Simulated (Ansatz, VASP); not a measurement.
# Al13C42N13 (graphene/h-AlN heterobilayer): VASP beside Ansatz, part 3 of 3

Wanted: the spread between two codes on one cell, functional and k mesh. The cell is taken from a series of runs on this material, whose earlier steps may have relaxed, scaled, displaced or heated it; both programs get it as it stands.

VASP 6.6.1 and Ansatz 0.2.0.

So far. Step 4 (Side by side): The forces differ by 2.7 meV/Å r.m.s., which is 11.2 % of the r.m.s. force of 0.024 eV/Å (both taken over all components). With vacuum in the cell, a pressure given here is an average over mostly empty space and none of the material.

### Step 6. Ansatz: single point, LDA, pair 2

Level of this step: Ansatz beside VASP: Kohn-Sham DFT, plane waves, LDA (Ansatz).

The same cell, functional (in two slightly different forms), mesh and smearing now go to Ansatz, which takes its cutoff from its data sets.

The cell is taken from a series of runs on this material, whose earlier steps may have relaxed, scaled, displaced or heated it; both programs get it as it stands.

File input.yaml:

```yaml
crystal:
  lattice:
    - [11.2793, 0.0, 0.0]
    - [-5.63965, 9.76816, 0.0]
    - [0.0, 0.0, 19.44]
  atoms:
    - { symbol: C, position: [0.0953, 0.14261, 0.41038] }
    - { symbol: C, position: [0.14285, 0.04727, 0.41048] }
    - { symbol: C, position: [0.14283, 0.38065, 0.41057] }
    - { symbol: C, position: [0.19044, 0.28531, 0.41042] }
    - { symbol: C, position: [0.19043, 0.61872, 0.41071] }
    - { symbol: C, position: [0.238, 0.52352, 0.41044] }
    - { symbol: C, position: [0.23801, 0.85683, 0.41145] }
    - { symbol: C, position: [0.28563, 0.76158, 0.41152] }
    - { symbol: C, position: [0.28556, 0.09499, 0.41178] }
    - { symbol: C, position: [0.33315, 0.99963, 0.41265] }
    - { symbol: C, position: [0.33328, 0.33301, 0.41086] }
    - { symbol: C, position: [0.38082, 0.23776, 0.41193] }
    - { symbol: C, position: [0.38093, 0.57116, 0.41052] }
    - { symbol: C, position: [0.42858, 0.47593, 0.41047] }
    - { symbol: C, position: [0.42849, 0.80915, 0.41222] }
    - { symbol: C, position: [0.47614, 0.71391, 0.41118] }
    - { symbol: C, position: [0.47609, 0.04734, 0.41379] }
    - { symbol: C, position: [0.52372, 0.95212, 0.41348] }
    - { symbol: C, position: [0.52377, 0.28554, 0.4127] }
    - { symbol: C, position: [0.57145, 0.19025, 0.41385] }
    - { symbol: C, position: [0.57132, 0.52355, 0.41056] }
    - { symbol: C, position: [0.61894, 0.42826, 0.41155] }
    - { symbol: C, position: [0.61903, 0.76152, 0.41083] }
    - { symbol: C, position: [0.66665, 0.66635, 0.41003] }
    - { symbol: C, position: [0.66664, 0.99968, 0.41301] }
    - { symbol: C, position: [0.71427, 0.90437, 0.41149] }
    - { symbol: C, position: [0.71426, 0.2378, 0.41343] }
    - { symbol: C, position: [0.76187, 0.1425, 0.41313] }
    - { symbol: C, position: [0.76177, 0.47588, 0.41118] }
    - { symbol: C, position: [0.80946, 0.38068, 0.41214] }
    - { symbol: C, position: [0.80949, 0.71397, 0.40949] }
    - { symbol: C, position: [0.85702, 0.61864, 0.40989] }
    - { symbol: C, position: [0.85715, 0.95201, 0.41047] }
    - { symbol: C, position: [0.90472, 0.85671, 0.40953] }
    - { symbol: C, position: [0.90486, 0.19018, 0.41183] }
    - { symbol: C, position: [0.95236, 0.09487, 0.41081] }
    - { symbol: C, position: [0.95239, 0.42834, 0.41131] }
    - { symbol: C, position: [0.99999, 0.33301, 0.41123] }
    - { symbol: C, position: [0.99986, 0.66635, 0.4099] }
    - { symbol: C, position: [0.04751, 0.57111, 0.41048] }
    - { symbol: C, position: [0.04762, 0.90444, 0.40976] }
    - { symbol: C, position: [0.09515, 0.80916, 0.4101] }
    - { symbol: Al, position: [0.1142, 0.37032, 0.67069] }
    - { symbol: "N", position: [0.16552, 0.2421, 0.67094] }
    - { symbol: Al, position: [0.19115, 0.67804, 0.67066] }
    - { symbol: "N", position: [0.24232, 0.54978, 0.67094] }
    - { symbol: Al, position: [0.26812, 0.98572, 0.67075] }
    - { symbol: "N", position: [0.31925, 0.85746, 0.67092] }
    - { symbol: Al, position: [0.34505, 0.29335, 0.6708] }
    - { symbol: "N", position: [0.39628, 0.16513, 0.67115] }
    - { symbol: Al, position: [0.42185, 0.60113, 0.67098] }
    - { symbol: "N", position: [0.47313, 0.47286, 0.67111] }
    - { symbol: Al, position: [0.49875, 0.90888, 0.67058] }
    - { symbol: "N", position: [0.55003, 0.78062, 0.67101] }
    - { symbol: Al, position: [0.57574, 0.2164, 0.6707] }
    - { symbol: "N", position: [0.627, 0.08825, 0.67122] }
    - { symbol: Al, position: [0.65255, 0.52404, 0.67092] }
    - { symbol: "N", position: [0.70391, 0.39592, 0.67115] }
    - { symbol: Al, position: [0.72941, 0.83192, 0.67093] }
    - { symbol: "N", position: [0.78077, 0.70366, 0.67093] }
    - { symbol: Al, position: [0.80636, 0.13953, 0.67064] }
    - { symbol: "N", position: [0.85779, 0.01136, 0.67102] }
    - { symbol: Al, position: [0.88336, 0.44709, 0.67062] }
    - { symbol: "N", position: [0.93467, 0.31896, 0.67085] }
    - { symbol: Al, position: [0.9603, 0.75494, 0.67093] }
    - { symbol: "N", position: [0.01154, 0.62669, 0.67063] }
    - { symbol: Al, position: [0.03727, 0.06269, 0.67102] }
    - { symbol: "N", position: [0.08853, 0.93442, 0.67102] }
kpoints:
  mp_grid: { grid: [3, 3, 1] }
hamiltonian:
  xc: lda
scf:
  occupations: { method: fermi_dirac, width: 0.025 }
output:
  forces: true
  eigenvalues: true
```

The run is started by

```console
ansatz run input.yaml --threads 8 --pin off --max-ram 15872MiB --backend cpu --events-out ev --progress --plain --runs-dir out
```

Numbers of over 12 decimals in the logs are rounded to 6 here.

The program printed:

```text
[...]
Crystal: 68 atoms, lattice volume = 2141.860 Å³
Basis set: ecut = 420 eV, 41855 PW (Γ)
Bands: 204, of which v1, the nominal top of the filled ones, is band 136 counted from 1 (135 counted from 0)
Symmetry: 1 space group operations
[...]
k-points: 5 of 9 (time reversal used)
[...]
--- Band table (eV; the first three rows and the last of 5) ---
  k-point 0: bands = [... 132 lower, -2.3168, -2.3154, -1.0088, -1.0041, -1.0008, -0.9961, 0.7186, 1.4264, ... 64 higher]
  k-point 1: bands = [... 132 lower, -2.2658, -2.2282, -2.1928, -2.1083, 0.0343, 0.2242, 0.5581, 0.7387, ... 64 higher]
  k-point 2: bands = [... 132 lower, -2.2642, -2.2281, -2.1928, -2.1101, 0.0369, 0.2217, 0.5630, 0.7323, ... 64 higher]
  k-point 4: bands = [... 132 lower, -2.2670, -2.2282, -2.1928, -2.1064, 0.0318, 0.2259, 0.5646, 0.7371, ... 64 higher]
[key lines of the parts left out:]
SCF converged after 8 iterations
Free energy (F): -21755.332318 eV
Fermi energy:    -1.002448 eV
```

### Step 7. Comparison

Forces on 10 of the 68 atoms, those with the largest forces and the largest differences (eV/Å; atoms numbered as in POSCAR):

```
atom          Ansatz x, y, z            VASP x, y, z
  C1   -0.023, -0.056, 0.017   -0.021, -0.056, 0.013
  C4    -0.027, 0.055, 0.045    -0.028, 0.055, 0.041
  C9    0.069, -0.050, 0.004    0.069, -0.052, 0.009
 C14   -0.036, -0.025, 0.043   -0.035, -0.025, 0.040
 C18   0.022, -0.040, -0.047   0.022, -0.044, -0.043
 C20  -0.038, -0.009, -0.054  -0.036, -0.013, -0.047
 C24    -0.018, 0.001, 0.023    -0.022, 0.009, 0.022
 C35  -0.058, -0.036, -0.007  -0.056, -0.037, -0.007
 C39    0.021, -0.022, 0.034    0.022, -0.015, 0.042
 C42    -0.009, 0.019, 0.019    -0.011, 0.027, 0.015
```

The forces differ by 2.7 meV/Å r.m.s., which is 11.7 % of the r.m.s. force of 0.023 eV/Å (both taken over all components). With vacuum in the cell, a pressure given here is an average over mostly empty space and none of the material.

### Step 8. Summary of results

```yaml
r_m_s_force_difference_single_point_lda_pair_1: 2.7 meV/Å
r_m_s_force_difference_single_point_lda_pair_2: 2.7 meV/Å
```

What this shows: The r.m.s. force difference is 2.7 meV/Å (single point, LDA, pair 2), within the 12 meV/Å picked in this series as the mark of a large difference. How closely two codes agree says nothing of how well the functional describes the real material.

[Lines on the potential files, build, host, timing and source positions are cut from VASP's logs without a mark.]

[Logs are printed without paths, hosts, clocks, repeated set-up lines and the standing remarks that a program may print on its own settings, such as how far it seeks lower states.]

[Hosts, paths, dates, database ids (printed as entryN), source tags and the programs' standing remarks are cut or masked in the printed files.]
